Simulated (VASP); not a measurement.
VASP runs on VN (space group Fm-3m) share one base input (PBE GGA, plane waves, VASP's PBE PAW potentials (set 64)) and change the settings named in each case.

File KPOINTS:
```
Automatic mesh
0
Gamma
18 18 18
0 0 0
```

**INCAR**
```
# general
SYSTEM   =  VN
PREC     =  Accurate
ENCUT    =  400   # plane-wave cut-off (eV)
LREAL    =  .FALSE.
LASPH    =  .TRUE.

# electronic loop
EDIFF    =  1E-6
NELM     =  100   # most electronic steps
ALGO     =  Normal
LMAXMIX  =  4   # l cut-off of mixed one-centre charges

# smearing
ISMEAR   =  0   # Gaussian
SIGMA    =  0.1   # width (eV)

# functional
GGA      =  PE

# ions
ISIF     =  2

# output
LWAVE    =  .FALSE.
LCHARG   =  .FALSE.
```

**POSCAR**
```
VN
1
    0.0000000000     2.0700000000     2.0700000000
    2.0700000000     0.0000000000     2.0700000000
    2.0700000000     2.0700000000     0.0000000000
V N
1 1
Direct
  0.0000000000   0.0000000000   0.0000000000
  0.5000000000   0.5000000000   0.5000000000
```

POTCAR, in this order: V_sv N (PBE.64 set). Program: vasp_std.

```csv
change,E(σ→0) (eV/atom),pressure (GPa),−TS (eV)
base run,-9.6475,-9.86,-0.0074
GGA = PS,-10.2621,___,___
KPOINTS 1×1×1 Γ-centred mesh,-0.0383,141.51,-0.3027
"LDAU = .TRUE., LDAUJ = 0 0, LDAUL = 2 -1, LDAUTYPE = 2, LDAUU = 5.0 0",-6.9885,___,___
```

Complete the blanks.

- LDAU = .TRUE., LDAUJ = 0 0, LDAUL = 2 -1, LDAUTYPE = 2, LDAUU = 5.0 0, pressure (GPa): 3.83
- LDAU = .TRUE., LDAUJ = 0 0, LDAUL = 2 -1, LDAUTYPE = 2, LDAUU = 5.0 0, −TS (eV): -0.0076
- GGA = PS, pressure (GPa): -19.89
- GGA = PS, −TS (eV): -0.0073

Energies of different potentials or functionals have different zeros.  At 400 eV the pressure can carry a Pulay error.

Left out are runs that ran out of time, are held back, or changed the cell or the kind of run, fixed moments of cells without a moment, rows past the twelfth, gaps on odd meshes, pressures of charged cells and columns that move by less than the noise.

The structure is a typed VN crystal (Fm-3m). The cell was not relaxed at this level. The run is not spin-polarised, so no magnetic state was tried. VASP warned that the highest band is occupied, so more bands are needed.
